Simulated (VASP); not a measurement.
Consider the following.

```
CuZn
1.0
    2.94265     0.00000     0.00000
    0.00000     3.02170     0.00000
    0.00000     0.00000     2.86309
Zn Cu
1 1
Direct
  0.50000   0.50000   0.50000
  0.02821   0.00000   0.00000
```

These are PBE GGA, VASP's PBE PAW potentials (set 64) (plane waves; VASP) values and carry that method's errors. Settings: 400 eV cut-off, 3×3×3 Γ-centred mesh, first-order Methfessel-Paxton smearing of 0.10 eV, potentials Zn Cu.

Q: Give the force on each atom (eV/Å).

A: 
| atom | Fx | Fy | Fz |
|---|---|---|---|
| Zn1 | 0.420 | 0.000 | 0.000 |
| Cu2 | -0.420 | 0.000 | 0.000 |

Q: Give the stress tensor in GPa (positive for a compressed cell).

A: 
```
-2.24   0.00   0.00
 0.00  13.22   0.00
 0.00   0.00  -1.08
```
The pressure is its mean diagonal, 3.30 GPa.

The compound is CuZn in the CsCl type structure. The cell was not relaxed at this level, atoms are displaced from their ideal sites. The k-mesh is coarse (spacing up to 0.73 per Å, 2π included), so the numbers may not be converged in it. The run is one of a series of settings (KPOINTS 3×3×3 Γ-centred mesh against the base run), some of them coarse on purpose. The electron count is odd and the run is not spin-polarised, which forces a metal.
